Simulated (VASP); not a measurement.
Given:

```xyz
2
Lattice="0.0000 2.1338 2.1338 2.1338 0.0000 2.1338 2.1338 2.1338 0.0000" Properties=species:S:1:pos:R:3 pbc="T T T"
Si     0.0000     0.0000     0.0000
C      1.0669     1.0669     1.0669
```

All values below come from revTPSS meta-GGA, VASP's PBE PAW potentials (set 64) (plane waves; VASP). Numerical set-up: 520 eV cut-off, 10×10×10 Γ-centred mesh, Gaussian smearing of 0.050 eV, potentials Si C.

Q: Give the stress tensor in GPa (positive for a compressed cell).

A: 
```
15.51   0.00   0.00
 0.00  15.51   0.00
 0.00   0.00  15.51
```
The pressure is its mean diagonal, 15.51 GPa.

The compound is SiC in the zinc blende structure. This cell is one point of a volume scan, at 0.94 of the reference volume.
